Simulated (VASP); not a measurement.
Wanted: the native input for a VASP 6.6.1 run.

```
Task                   : single point
Functional             : PBE
Potentials or basis    : VASP PAW PBE potentials, release 64 (Os, I)
Cutoff                 : 520 eV
k mesh                 : 7 × 7 × 7
Occupations            : fermi-dirac, width 0.05 eV
Spin                   : no spin polarisation
Further INCAR settings : ALGO = Normal; EDIFF = 1e-07; NBANDS = 14
```

The structure of OsI lies in POSCAR:

```
OsI
1.0
    3.8404660000      0.0000000000      0.0000000000
    0.0000000000      3.8404660000      0.0000000000
    0.0000000000      0.0000000000      3.8404660000
Os I
1 1
Direct
    0.5000000000      0.5000000000      0.5000000000
    0.0000000000      0.0000000000      0.0000000000
```

The cell was built by a generator and needn't be a form met in nature.

One way to write it, as run:

INCAR

```
SYSTEM = OsI
PREC = Accurate
ENCUT = 520
EDIFF = 1E-7
ISMEAR = -1
SIGMA = 0.05
LREAL = .FALSE.
LASPH = .TRUE.
NELM = 80
ALGO = Normal
ISIF = 2
LWAVE = .FALSE.
LCHARG = .TRUE.
GGA = PE
LELF = .TRUE.
LVHAR = .TRUE.
NBANDS = 14
```

KPOINTS

```
regular mesh
0
G
  7 7 7
  0 0 0
```

Potentials or basis: VASP PAW PBE potentials, release 64 (Os, I).

Run with:

```console
$ cat potpaw_PBE.64/Os/POTCAR potpaw_PBE.64/I/POTCAR > POTCAR
$ mpirun -np 1 vasp_std > vasp.out
```

Results of the run:

```json
{
  "Pressure": "-18.8 GPa",
  "Band gap on the k mesh": "none (metal or under the smearing width)"
}
```

Caveat: so large a pressure means that the cell lies far from this level's equilibrium, or that cutoff or potentials fall short; an odd number of electrons without spin polarisation forces a metal; a magnetic or distorted state may lie lower.

Wall time 7.5 s on 1 thread of Intel(R) Xeon(R) 6975P-C (Granite Rapids), with other jobs on the host, peak memory 0.17 GiB.
